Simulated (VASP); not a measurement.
Consider the following.

```xyz
3
Lattice="2.0761 -3.5959 0.0000 2.0761 3.5959 0.0000 0.0000 0.0000 6.8953" Properties=species:S:1:pos:R:3 pbc="T T T"
Mg     0.0000     0.0000     6.8953
I      2.0761     1.1986     1.6705
I      2.0761    -1.1986     5.2247
```

The numbers are results of r2SCAN+rVV10, VASP's PBE PAW potentials (set 64) (plane waves; VASP), not measurements. Run with 520 eV cut-off, 7×7×4 Γ-centred mesh, tetrahedra with Blöchl corrections, potentials Mg I.

The cores are frozen, which limits the accuracy of field gradients.

Problem. Give the principal components of the electric field gradient (V/Å²) and the asymmetry η at each nucleus.

Solution. 
```
atom   Vxx   Vyy    Vzz     η
----  ----  ----  -----  ----
Mg1   -0.1  -0.1    0.2     -
I2    20.5  20.5  -41.1  0.00
I3    20.5  20.5  -41.1  0.00
```

The compound is MgI2 in the 1T layered structure. It was relaxed first.
